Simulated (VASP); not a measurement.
Here is the system:

```xyz
4
Lattice="1.5408 -2.6687 0.0000 1.5408 2.6687 0.0000 0.0000 0.0000 5.0590" Properties=species:S:1:pos:R:3 pbc="T T T"
Si     1.5408    -0.8896     2.5273
Si     1.5408     0.8896     5.0568
C      1.5408    -0.8896     4.4288
C      1.5408     0.8896     1.8993
```

All values below come from PBE GGA with D3 dispersion (zero damping), VASP's PBE PAW potentials (set 64) (plane waves; VASP 6.6.1). Settings: 520 eV cut-off, 8×8×4 Γ-centred mesh, Gaussian smearing of 0.050 eV, potentials Si C.

Q: Estimate the energy per atom (σ→0).

A: 
```
Quantity                        Value
---------------------  --------------
energy per atom (σ→0)  -7.671 eV/atom
```

The absolute energy has meaning only against runs of the same code, potentials and settings.

The compound is SiC in the wurtzite structure, the rare 2H polytype. It was relaxed first. The start is the result of an earlier pass.
